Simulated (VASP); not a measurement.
KSb5: single point with PBE

KSb5:

```
CELL_PARAMETERS angstrom
5.18310 0.00000 0.00000
-2.59155 4.48870 0.00000
0.00000 0.00000 8.46080
ATOMIC_POSITIONS crystal
K 0.00000 0.00000 0.00000
Sb 0.50000 0.00000 0.00000
Sb 0.00000 0.50000 0.00000
Sb 0.50000 0.50000 0.00000
Sb 0.00000 0.00000 0.69259
Sb 0.00000 0.00000 0.30741
```

The cell was built by a generator and needn't be a form met in nature.

The cell isn't the ideal one: random cell by space group and Wyckoff sites (P6/mmm, No. 191).

* Program: VASP 6.6.1
* Task: single point
* Functional: PBE
* Potentials or basis: VASP PAW PBE potentials, release 64 (K_sv, Sb)
* Cutoff: 520 eV
* k mesh: 6 × 6 × 2
* Occupations: gaussian, width 0.1 eV
* Spin: no spin polarisation
* Dipole correction: no
* Further INCAR settings: ALGO = Normal; EDIFF = 1e-07; NBANDS = 26

```json
{"Pressure": "27.9 GPa", "Largest force": "4.149 eV/Å", "Band gap on the k mesh": "none (metal or under the smearing width)"}
```

Forces in eV/Å, atoms in the order of the input:
```
K    0.000  0.000  0.000
Sb   0.000  0.000  0.000
Sb   0.000  0.000  0.000
Sb   0.000  0.000  0.000
Sb   0.000  0.000 -4.149
Sb   0.000  0.000  4.149
```

Stress tensor (GPa, compression positive):
```
38.82  0.00  0.00
 0.00 38.82  0.00
 0.00  0.00  6.18
```

Levels at points of the mesh, in eV from the Fermi level:
| k point | band 15 | band 16 | band 17 | band 18 | band 19 | band 20 |
| --- | --- | --- | --- | --- | --- | --- |
| (0.00, 0.00, 0.00) | -0.54 | -0.54 | 0.06 | 0.06 | 0.48 | 0.48 |
| (0.50, 0.00, 0.00) | -1.77 | -1.55 | -0.52 | 0.86 | 1.00 | 1.05 |
| (0.00, 0.00, 0.50) | -0.98 | -0.33 | 0.47 | 0.47 | 0.83 | 0.83 |
| (0.50, 0.00, 0.50) | -0.79 | -0.38 | -0.16 | 0.19 | 0.94 | 0.98 |

Wall time 50 s on 1 thread of Intel(R) Xeon(R) 6975P-C (Granite Rapids), on a shared host, peak memory 0.33 GiB.

Caveat: the k mesh is coarse (spacing up to 0.37 Å⁻¹), so the values aren't converged; so large a pressure means that the cell lies far from this level's equilibrium, or that cutoff or potentials fall short; forces of over 1 eV/Å show positions far from the minimum, so gaps and moduli don't describe the material at rest. Spin-orbit coupling is left out, which matters for the levels of Sb.
